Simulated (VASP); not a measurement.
OSZICAR of a VASP run on Eu (bcc):

File OSZICAR:
```
       N       E                     dE             d eps       ncg     rms          rms(c)
DAV:   1     0.637031434778E+01    0.63703E+01   -0.34224E+03  8632   0.663E+02
DAV:   2    -0.171521831321E+01   -0.80855E+01   -0.79041E+01 12400   0.947E+01
DAV:   3    -0.182823789173E+01   -0.11302E+00   -0.10828E+00 10200   0.757E+00
DAV:   4    -0.183042392738E+01   -0.21860E-02   -0.21660E-02 13840   0.136E+00
DAV:   5    -0.183042887254E+01   -0.49452E-05   -0.49449E-05 10296   0.437E-02    0.641E+00
DAV:   6    -0.184198979096E+01   -0.11561E-01   -0.14988E-03 13520   0.400E-01    0.382E+00
DAV:   7    -0.184847550550E+01   -0.64857E-02   -0.36889E-03 12352   0.600E-01    0.559E-02
DAV:   8    -0.184851172875E+01   -0.36223E-04   -0.11593E-04 13752   0.899E-02    0.147E-02
DAV:   9    -0.184851814214E+01   -0.64134E-05   -0.70824E-06 12520   0.212E-02    0.543E-03
DAV:  10    -0.184851793168E+01    0.21045E-06   -0.15690E-06 11096   0.988E-03
   1 F= -.18485179E+01 E0= -.18484120E+01  d E =-.317746E-03
```

Task: Which electronic solver shows in the log?

Result: It is blocked Davidson (ALGO = Normal, or the opening steps of other solvers). The INCAR had ALGO = Normal.

Task: Can the final energy be trusted as converged?

Result: The run converged. It stopped with EDIFF = 1E-6, NELM = 100 (PBE GGA, plane waves, VASP's PBE PAW potentials (set 64)). The 4f electrons are frozen in the core of the lanthanide potential, so 4f levels, which can set the real gap, and their magnetism are missing.

The compound is Eu in the bcc structure. The cell was not relaxed at this level. The run is one of a series of settings (ISYM = 0 against the base run), some of them coarse on purpose.
